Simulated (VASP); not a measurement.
```
CELL_PARAMETERS angstrom
      0.00000     3.66486     3.66486
      3.66486     0.00000     3.66486
      3.66486     3.66486     0.00000
ATOMIC_POSITIONS crystal
  Ca 0.75000 0.75000 0.75000
  Ca 0.25000 0.25000 0.25000
  Ge 0.00000 0.00000 0.00000
```

Computed with PBEsol GGA, VASP's PBE PAW potentials (set 64) (plane waves; VASP). Numerical set-up: 300 eV cut-off, 4×4×4 Γ-centred mesh, Gaussian smearing of 0.010 eV, potentials Ca_sv Ge_d.

**Question.** Give the energies of bands 14 to 20 at the high-symmetry points, in eV from the valence-band maximum.

**Answer.** 
```tsv
band	Γ	X	U	L	W
14	-7.14	-6.48	-6.49	-6.63	-6.48
15	-0.29	-1.89	-1.53	-1.89	-1.18
16	-0.29	-0.01	-0.91	-0.02	-1.18
17	-0.29	-0.01	0.00	-0.02	-0.33
18	1.02	0.58	1.02	2.39	1.20
19	1.92	1.67	2.33	2.42	2.56
20	1.92	2.54	2.70	2.42	2.56
```

The gap is indirect, 0.58 eV, from the valence maximum at K-Γ at 0.11 to the conduction minimum at X.

The structure comes from a computed database's Ca2Ge entry (Fm-3m); how it stands against other phases isn't given here. The cell was not relaxed at this level.
